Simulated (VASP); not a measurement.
Input:

```
CELL_PARAMETERS angstrom
      0.00000     3.49000     3.49000
      3.49000     0.00000     3.49000
      3.49000     3.49000     0.00000
ATOMIC_POSITIONS crystal
  Sr 0.00000 0.00000 0.00000
  Cl 0.25000 0.25000 0.25000
  Cl 0.75000 0.75000 0.75000
```

All values below come from PBE GGA, VASP's PBE PAW potentials (set 64) (plane waves; VASP 6.6.1). Run with 400 eV cut-off, 6×6×6 Γ-centred mesh, Gaussian smearing of 0.050 eV, potentials Sr_sv Cl.

Energy and stress use the plane-wave basis of the starting cell.

The ions, cell shape and volume are relaxed. What does this cell relax into?

```
CELL_PARAMETERS angstrom
      0.00000     3.52283     3.52283
      3.52283     0.00000     3.52283
      3.52283     3.52283     0.00000
ATOMIC_POSITIONS crystal
  Sr 0.00000 0.00000 0.00000
  Cl 0.25000 0.25000 0.25000
  Cl 0.75000 0.75000 0.75000
```
Space group Fm-3m (225), at a tolerance of 0.03 Å.

How do energy and volume change from the first to the last step?

The energy (σ→0) changes by -2.5 meV/atom and the volume by +2.8 %, in 3 ionic steps.

The compound is SrCl2 in the fluorite structure. This run relaxes it. Symmetry was kept, so distortions that lower it aren't found.
